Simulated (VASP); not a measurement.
A run of VASP 6.6.1:

File INCAR:

```
ALGO = Fast ; EDIFF = 1E-6
ENCUT = 520 ; GGA = PS
ISIF = 2 ; ISMEAR = 0
LASPH = True ; LCHARG = False
LREAL = False ; LWAVE = False
NBANDS = 21 ; NELM = 100
PREC = Accurate ; SIGMA = 0.03
```

File KPOINTS:

```
k-points
0
Gamma
  10 10 6
```

Contents of POSCAR:

```
MgCdS2
1.0
    3.8076760000      0.0000000000      0.0000000000
    0.0000000000      3.8076760000      0.0000000000
    0.0000000000      0.0000000000      5.3857040000
Mg Cd S
1 1 2
Direct
    0.5000000000      0.5000000000      0.5000000000
    0.0000000000      0.0000000000      0.0000000000
    0.0000000000      0.0000000000      0.5000000000
    0.5000000000      0.5000000000      0.0000000000
```

Potentials or basis: VASP PAW PBE potentials, release 64 (Mg, Cd, S).

Run with:

```sh
$ cat potpaw_PBE.64/Mg/POTCAR potpaw_PBE.64/Cd/POTCAR potpaw_PBE.64/S/POTCAR > POTCAR
$ mpirun -np 1 vasp_std > vasp.out
```

Hardware: 1 thread of AMD EPYC 9R45 96-Core Processor (Zen 5), with other jobs on the host.

Q: Estimate the wall time of this run.

A: Run time: 61 s on 1 thread of AMD EPYC 9R45 96-Core Processor (Zen 5), with other jobs on the host, peak memory 0.25 GiB. Counts: scf iterations 14, k points 84.
